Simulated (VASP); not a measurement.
# A VASP study of GaP (PBE + D3(BJ)): structure first, properties next, part 4 of 7

What structure and properties does PBE + D3(BJ) give GaP, and how near are they to the measured ones? The start is a cell from a database of measured crystal structures.

VASP 6.6.1, plane waves and PAW; the level of theory is named at each step.

So far, gap on the k-mesh (eV): step 3 (full relaxation (PBE + D3(BJ))) 1.58; step 6 (density of states (PBE + D3(BJ))) 1.59; step 7 (volume scan with PBE + D3(BJ)) 1.46; step 8 (volume scan with PBE + D3(BJ) (run 2)) 1.50.

## 12. Volume scan with PBE + D3(BJ) (run 6)

Level of this step: PBE with D3(BJ); plane waves and PAW (Ga_d, P) (VASP).

INCAR reads:

```
SYSTEM = GaP
PREC = Accurate
ENCUT = 400
EDIFF = 1E-06
NELM = 100
ISMEAR = 0
SIGMA = 0.05
LREAL = .FALSE.
ALGO = Normal
GGA = PE
IVDW = 12
NBANDS = 15
LORBIT = 11
LWAVE = .FALSE.
LCHARG = .FALSE.
KPAR = 2
ISIF = 2
```

POSCAR reads:

```
GaP
1.0
    0.0000000000      2.7563637652      2.7563637652
    2.7563637652      0.0000000000      2.7563637652
    2.7563637652      2.7563637652      0.0000000000
Ga P
1 1
Direct
    0.0000000000      0.0000000000      0.0000000000
    0.2500000000      0.2500000000      0.2500000000
```

KPOINTS reads:

```
Automatic mesh
0
Gamma
7 7 7
0 0 0
```

Potentials, in the order of the species: Ga_d and P (PBE family, release 64).

Run with:

```console
$ mpirun -np 2 vasp_std
```

What it wrote:

```text
[... set-up lines as in an earlier step ...]
 entering main loop
       N       E                     dE             d eps       ncg     rms          rms(c)
DAV:   1     0.701527936656E+02    0.70153E+02   -0.78947E+03   631   0.146E+03
DAV:   2    -0.377305500887E+01   -0.73926E+02   -0.70580E+02   642   0.274E+02
DAV:   3    -0.929490357887E+01   -0.55218E+01   -0.55062E+01   761   0.634E+01
DAV:   4    -0.937953687261E+01   -0.84633E-01   -0.84619E-01   673   0.859E+00
[...]
DAV:  10    -0.911816254489E+01   -0.75277E-04   -0.11046E-04   856   0.110E-01    0.436E-02
DAV:  11    -0.911823792518E+01   -0.75380E-04   -0.10731E-04   656   0.913E-02    0.528E-03
DAV:  12    -0.911823751318E+01    0.41200E-06   -0.32430E-06   739   0.242E-02
   1 F= -.97281685E+01 E0= -.97281685E+01  d E =-.459699E-11
```

Wall time 5.6 s (2 MPI ranks of Intel Xeon Platinum 8259CL at 2.50GHz (Skylake/Cascade Lake), shared host); peak memory 0.3 GiB; 10 s of CPU time.

OUTCAR, selected parts (step 12):

```text
 Edisp (eV)   -0.60993

  Total      -0.80406    -0.80406    -0.80406    -0.00000     0.00000    -0.00000
  in kB     -30.75824   -30.75824   -30.75824    -0.00000     0.00000    -0.00000
  external pressure =      -30.76 kB  Pullay stress =        0.00 kB

 POSITION                                       TOTAL-FORCE (eV/Angst)
 -----------------------------------------------------------------------------------
      0.00000      0.00000      0.00000        -0.000000     -0.000000      0.000000
      1.37818      1.37818      1.37818         0.000000      0.000000     -0.000000
 -----------------------------------------------------------------------------------
    total drift:                                0.000003      0.000003      0.000003

  FREE ENERGIE OF THE ION-ELECTRON SYSTEM (eV)
  ---------------------------------------------------
  free  energy   TOTEN  =        -9.7281685189 eV

  energy  without entropy=       -9.7281685189  energy(sigma->0) =       -9.72816852

[... 1 part as in an earlier step ...]

[... 2 further parts left out ...]
[key lines of the parts left out:]
E-fermi :   4.5243
```

The pressure falls from -1.65 to -3.08 GPa.

The run ends at a pressure of -3.08 GPa.

## 13. Volume scan with PBE + D3(BJ) (run 7)

A prediction first. A parabola through the 6 pressures of evenly scaled cells so far, P = -0.05 -84.5 t +192 t² GPa with t = ln(V/V₁) and V₁ the volume at scale 1, gives -4.33 GPa at t = +0.0583.

INCAR is that of step 12.

POSCAR reads:

```
GaP
1.0
    0.0000000000      2.7739206956      2.7739206956
    2.7739206956      0.0000000000      2.7739206956
    2.7739206956      2.7739206956      0.0000000000
Ga P
1 1
Direct
    0.0000000000      0.0000000000      0.0000000000
    0.2500000000      0.2500000000      0.2500000000
```

KPOINTS is that of step 12.

Run with:

```console
$ mpirun -np 2 vasp_std
```

What it wrote:

```text
[... set-up lines as in an earlier step ...]
 entering main loop
       N       E                     dE             d eps       ncg     rms          rms(c)
DAV:   1     0.737144772882E+02    0.73714E+02   -0.79516E+03   608   0.143E+03
DAV:   2    -0.403191053699E+01   -0.77746E+02   -0.74751E+02   663   0.283E+02
DAV:   3    -0.928668919327E+01   -0.52548E+01   -0.52381E+01   754   0.627E+01
DAV:   4    -0.936992404360E+01   -0.83235E-01   -0.83212E-01   743   0.856E+00
[...]
DAV:  10    -0.911321910789E+01   -0.78298E-04   -0.10979E-04   853   0.107E-01    0.456E-02
DAV:  11    -0.911329654300E+01   -0.77435E-04   -0.11166E-04   670   0.933E-02    0.551E-03
DAV:  12    -0.911329611319E+01    0.42981E-06   -0.33652E-06   754   0.241E-02
   1 F= -.97106215E+01 E0= -.97106215E+01  d E =-.154738E-18
```

The job ended after 5.4 s (2 MPI ranks; peak memory 0.29 GiB; 9.8 s of CPU time).

From OUTCAR (step 13):

```text
 Edisp (eV)   -0.59733

  Total      -1.16038    -1.16038    -1.16038     0.00000     0.00000     0.00000
  in kB     -43.55104   -43.55104   -43.55104     0.00000     0.00000     0.00000
  external pressure =      -43.55 kB  Pullay stress =        0.00 kB

 POSITION                                       TOTAL-FORCE (eV/Angst)
 -----------------------------------------------------------------------------------
      0.00000      0.00000      0.00000        -0.000000      0.000000      0.000000
      1.38696      1.38696      1.38696         0.000000     -0.000000     -0.000000
 -----------------------------------------------------------------------------------
    total drift:                                0.000003      0.000003      0.000003

  FREE ENERGIE OF THE ION-ELECTRON SYSTEM (eV)
  ---------------------------------------------------
  free  energy   TOTEN  =        -9.7106214533 eV

  energy  without entropy=       -9.7106214533  energy(sigma->0) =       -9.71062145

[... 1 part as in an earlier step ...]

[... 2 further parts left out ...]
[key lines of the parts left out:]
E-fermi :   4.4238
```

The pressure falls from -3.08 to -4.36 GPa. The parabola predicted -4.33 GPa, +0.03 GPa off.

## 14. Side by side

Times are for 2 MPI ranks of Intel Xeon Platinum 8259CL at 2.50GHz (Skylake/Cascade Lake), shared host. The series side by side:

```csv
no.,volume scale,energy above the lowest point (meV/atom),pressure (GPa),gap on the k-mesh (eV),time,memory (GiB)
1,0.94,22.86,5.913,1.460,5.4 s,0.3
2,0.96,10.17,3.711,1.502,5.4 s,0.3
3,0.98,2.67,1.729,1.542,5.6 s,0.3
4,1,0,-0.05055,1.578,5.6 s,0.29
5,1.02,1.48,-1.648,1.612,5.6 s,0.3
6,1.04,6.76,-3.076,1.543,5.6 s,0.3
7,1.06,15.54,-4.355,1.388,5.4 s,0.29
```

## 15. Fit for PBE + D3(BJ)

This step: Birch-Murnaghan fit, PBE with D3(BJ); plane waves and PAW (VASP 6.6.1).

This step runs nothing: it gathers the runs above.

Numbers from this step:

* pressure derivative of the bulk modulus: 4.348
* r.m.s. error of the fit: 2.14e-5 eV/atom
* minimum inside the sampled range: yes
* bulk modulus: 83.31 GPa
* equilibrium volume of the fit: 20.19 Å³/atom

Energy above the fitted minimum against volume:

```
volume (Å³/atom)  energy above the fitted minimum (eV/atom)
          18.928                                     0.0229
          19.331                                     0.0102
          19.733                                    0.00273
          20.136                                     6.7e-5
          20.539                                    0.00155
          20.942                                    0.00683
          21.344                                     0.0156
```

The fitted volume lies +0.26 % from the relaxed one. At a finite cutoff and mesh the minimum of the energy and the zero of the stress don't quite coincide, and the relaxation stops at a threshold.

## 16. Independent-particle dielectric function (PBE + D3(BJ))

This step: PBE with D3(BJ); plane waves and PAW (Ga_d, P) (VASP 6.6.1).

LOPTICS sums transitions from filled to empty bands. The mesh is finer than in the run before. NBANDS is raised for it.

Changes to INCAR since step 13:

```diff
@@ -11,3 +11,3 @@
 IVDW = 12
-NBANDS = 15
+NBANDS = 25
 LORBIT = 11
@@ -16,2 +16,4 @@
 KPAR = 2
-ISIF = 2
+LOPTICS = .TRUE.
+NEDOS = 1500
+CSHIFT = 0.1
```

POSCAR reads:

```
GaP
1.0
    0.0000000000      2.7205627809      2.7205627809
    2.7205627809      0.0000000000      2.7205627809
    2.7205627809      2.7205627809      0.0000000000
Ga P
1 1
Direct
    0.0000000000      0.0000000000      0.0000000000
    0.2500000000      0.2500000000      0.2500000000
```

KPOINTS reads:

```
Automatic mesh
0
Gamma
11 11 11
0 0 0
```

Run with:

```console
$ mpirun -np 2 vasp_std
```

What it wrote:

```text
[... set-up lines as in an earlier step ...]
 entering main loop
       N       E                     dE             d eps       ncg     rms          rms(c)
DAV:   1     0.895109916483E+02    0.89511E+02   -0.67305E+03  3330   0.887E+02
DAV:   2     0.403386340613E-01   -0.89471E+02   -0.81691E+02  3040   0.240E+02
DAV:   3    -0.921268646784E+01   -0.92530E+01   -0.91509E+01  3412   0.530E+01
DAV:   4    -0.938181595285E+01   -0.16913E+00   -0.16903E+00  3241   0.750E+00
DAV:   5    -0.938349661660E+01   -0.16807E-02   -0.16805E-02  3616   0.745E-01    0.427E+00
DAV:   6    -0.913751968118E+01    0.24598E+00   -0.19439E-01  4122   0.665E+00    0.285E+00
DAV:   7    -0.911023286351E+01    0.27287E-01   -0.65274E-02  3394   0.130E+00    0.110E+00
DAV:   8    -0.911059015132E+01   -0.35729E-03   -0.10701E-02  3303   0.837E-01    0.232E-01
DAV:   9    -0.911102867029E+01   -0.43852E-03   -0.10907E-03  3284   0.304E-01    0.868E-02
DAV:  10    -0.911108969683E+01   -0.61027E-04   -0.70688E-05  3585   0.640E-02    0.450E-02
DAV:  11    -0.911115260798E+01   -0.62911E-04   -0.61653E-05  3041   0.443E-02    0.530E-03
DAV:  12    -0.911115273320E+01   -0.12522E-06   -0.13396E-06  3423   0.760E-03
   1 F= -.97477004E+01 E0= -.97477004E+01  d E =-.496587E-12
 optical routines
 imaginary and real dielectric function
 recalculating local potential from charge density
 direction            1
 direction            2
 direction            3
```

Run time: 19 s. Hardware: 2 MPI ranks; peak memory 0.41 GiB.

From OUTCAR (step 16):

```text
   k-points           NKPTS =     56   k-points in BZ     NKDIM =     56   number of bands    NBANDS=     25

   NELECT =      18.0000    total number of electrons

 E-fermi :   4.9202

 k-point     1 :       0.0000    0.0000    0.0000
  band No.  band energies     occupation
    ...
      5      -9.7534      2.00000
      6      -7.8283      2.00000
      7       4.7041      2.00000
      8       4.7041      2.00000
      9       4.7041      2.00000
     10       6.5710      0.00000
     11       8.5896      0.00000
     12       8.5896      0.00000
     13       8.5896      0.00000
     14      13.5312      0.00000
    ...

 Edisp (eV)   -0.63655

  Total      -0.00798    -0.00798    -0.00798     0.00000    -0.00000    -0.00000
  in kB      -0.31743    -0.31743    -0.31743     0.00000    -0.00000    -0.00000
  external pressure =       -0.32 kB  Pullay stress =        0.00 kB

  FREE ENERGIE OF THE ION-ELECTRON SYSTEM (eV)
  ---------------------------------------------------
  free  energy   TOTEN  =        -9.7477003707 eV

  energy  without entropy=       -9.7477003707  energy(sigma->0) =       -9.74770037

 plasma frequency squared (from intraband transitions) (eV^2)
  --------------------------------------------------------------------------------------
       0.000      -0.000       0.000
      -0.000       0.000      -0.000
       0.000      -0.000       0.000

[... 9 parts as in an earlier step ...]

[... 8 further parts left out ...]
```

These are independent-particle spectra without excitons or local fields, and fine structure depends on the mesh and on CSHIFT.

Numbers from this step:

| Quantity | Value |
| --- | --- |
| bands | 25 |
| irreducible k-points | 56 |
| free energy (TOTEN) | -9.748 eV |
| Fermi energy | 4.920 eV |
| pressure | -0.03174 GPa |
| conduction bottom at k | 0.4545, 0.4545, 0 |
| gap on the k-mesh | 1.595 eV |
| least direct gap on the k-mesh | 1.867 eV |

The imaginary dielectric function, xx has structure finer than the step of the table below, so its rows give means over 1 eV, whole bins alone (the curve runs from 0 to 25.0 eV). Peaks (eV: height): 2.8: 13.4, 4.4: 36.8, 5.2: 22.6.

Imaginary dielectric function, xx against photon energy; means over each step:

| photon energy (eV) | imaginary dielectric function, xx |
| --- | --- |
| 1 | 0.170 |
| 2 | 1.40 |
| 3 | 9.21 |
| 4 | 20.3 |
| 5 | 16.9 |
| 6 | 9.00 |
| 7 | 5.28 |
| 8 | 3.00 |
| 9 | 2.10 |
| 10 | 1.50 |
| 11 | 0.975 |
| 12 | 0.716 |
| 13 | 0.492 |
| 14 | 0.339 |
| 15 | 0.288 |
| 16 | 0.215 |
| 17 | 0.228 |
| 18 | 0.233 |
| 19 | 0.227 |
| 20 | 0.208 |
| 21 | 0.162 |
| 22 | 0.125 |
| 23 | 0.123 |
| 24 | 0.110 |

The real dielectric function, xx by photon energy:

```
photon energy (eV)  real dielectric function, xx
               0.0                            11
               0.5                          11.2
               1.0                          11.7
               1.5                          12.8
               2.0                          14.0
               2.5                          18.6
               3.0                          12.7
               3.5                          16.0
               4.0                          15.4
               4.5                         -8.01
               5.0                          1.94
               5.5                         -8.21
               6.0                         -8.93
               6.5                         -4.92
               7.0                         -4.75
               7.5                         -4.39
               8.0                         -3.18
               8.5                         -3.15
               9.0                         -2.47
               9.5                         -2.39
              10.0                         -2.25
              10.5                         -1.78
              11.0                         -1.90
              11.5                         -1.20
              12.0                         -1.17
              12.5                        -0.997
              13.0                        -0.850
              13.5                        -0.655
              14.0                        -0.582
              14.5                        -0.356
              15.0                        -0.206
              15.5                        -0.178
              16.0                       -0.0893
              16.5                        0.0345
              17.0                         0.103
              17.5                         0.151
              18.0                         0.131
              18.5                         0.230
              19.0                         0.226
              19.5                         0.250
              20.0                         0.324
              20.5                         0.284
              21.0                         0.352
              21.5                         0.353
              22.0                         0.406
              22.5                         0.441
              23.0                         0.482
              23.5                         0.479
              24.0                         0.518
              24.5                         0.537
```

The mean of ε2 over directions passes 5 % of its top at 2.37 eV, against a least direct gap of 1.87 eV on this mesh, so the first direct transitions are weak, forbidden or few. The indirect gap (1.58 eV in the band run) doesn't show, since phonons are left out.

(Part 4 of 7 ends here.)

[Lines on the potential files, build, host, timing and source positions are cut from VASP's logs without a mark.]

[Logs are printed without paths, hosts, clocks, repeated set-up lines and the standing remarks that a program may print on its own settings, such as how far it seeks lower states.]

[Hosts, paths, dates, database ids (printed as entryN), source tags and the programs' standing remarks are cut or masked in the printed files.]

[A measured line is paired with the nearest computed mode of its activity, which favours agreement.]
